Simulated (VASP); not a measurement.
```
CELL_PARAMETERS angstrom
      3.18095     0.00000     0.00000
      0.00000     3.18095     0.00000
      0.00000     0.00000     3.18095
ATOMIC_POSITIONS crystal
  Nb 0.00000 0.00000 0.00000
  As 0.50000 0.50000 0.50000
```

All values below come from PBEsol GGA, VASP's PBE PAW potentials (set 64) (plane waves; VASP 6.6.1). Settings: 400 eV cut-off, 10×10×10 Γ-centred mesh, first-order Methfessel-Paxton smearing of 0.10 eV, potentials Nb_sv As.

**Question.** What does the run give for the energy per atom (σ→0), band gap (on the k-mesh) with the smallest direct gap where there is one?

**Answer.** 
The band gap (on the k-mesh) is none (metal, semimetal or under 0.01 eV) and the energy per atom (σ→0) is -8.520 eV/atom.

Only differences to runs with the same potentials and settings are physical.

The structure was generated: NbAs was put into the CsCl type type (Pm-3m), which need not be its known phase. It was relaxed first, which changed the volume by -35 %. The start is the result of an earlier pass.
